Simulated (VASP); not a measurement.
Given:

```xyz
2
Lattice="1.6383 -2.8377 0.0000 1.6383 2.8377 0.0000 0.0000 0.0000 5.0827" Properties=species:S:1:pos:R:3 pbc="T T T"
Sc     1.6383     0.9459     1.2707
Sc     1.6383    -0.9459     3.8120
```

All values below come from PBEsol GGA, VASP's PBE PAW potentials (set 64) (plane waves; VASP 6.6.1). Settings: 480 eV cut-off, 12×12×8 Γ-centred mesh, first-order Methfessel-Paxton smearing of 0.10 eV, potentials Sc_sv.

Energy and stress use the plane-wave basis of the starting cell.

### Question
The ions, cell shape and volume at an external pressure of 15.0 GPa are relaxed. Give the cell that the relaxation ends in.

### Answer

```xyz
2
Lattice="1.5420 -2.6708 0.0000 1.5420 2.6708 0.0000 0.0000 0.0000 4.7381" Properties=species:S:1:pos:R:3 pbc="T T T"
Sc     1.5420     0.8903     1.1845
Sc     1.5420    -0.8903     3.5536
```
Space group P6_3/mmc (194), at a tolerance of 0.03 Å.

### Question
How do energy and volume change from the first to the last step?

### Answer
The energy (σ→0) changes by +167.6 meV/atom and the volume by -17.4 %, in 8 ionic steps.

```
step  E(σ→0) (eV)  max force (eV/Å)  pressure (GPa)  volume (Å³)
----  -----------  ----------------  --------------  -----------
1        -13.2116             0.000           -0.04        47.26
2        -12.1002             0.000           32.60        33.65
3        -12.8847             0.000           14.76        39.12
4        -12.8705             0.000           15.16        38.97
5        -12.8703             0.000           15.17        38.96
6        -12.8696             0.000           15.18        38.95
7        -12.8824             0.000           14.82        39.09
8        -12.8763             0.000           15.00        39.03
```

The compound is Sc in the hcp structure. This run relaxes it under an external pressure of 15 GPa. Symmetry was kept, so distortions that lower it aren't found.
